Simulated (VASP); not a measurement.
Consider the following.

```
Ti
1.0
    1.45759    -2.52462     0.00000
    1.45759     2.52462     0.00000
    0.00000     0.00000     4.62213
Ti
2
Direct
  0.33333   0.66667   0.25000
  0.66667   0.33333   0.75000
```

Calculation: TPSS meta-GGA, VASP's PBE PAW potentials (set 64) (plane waves; VASP). Numerical set-up: 520 eV cut-off, 13×13×7 Γ-centred mesh, first-order Methfessel-Paxton smearing of 0.10 eV, potentials Ti_sv.

Question: Estimate the energy per atom (σ→0), band gap (on the k-mesh) with the smallest direct gap where there is one.

Answer: 
The band gap (on the k-mesh) is none (metal, semimetal or under 0.01 eV) and the energy per atom (σ→0) is -14.889 eV/atom.

The absolute energy has meaning only against runs of the same code, potentials and settings.

The compound is Ti in the hcp structure. It was relaxed first. The start is the result of an earlier pass.
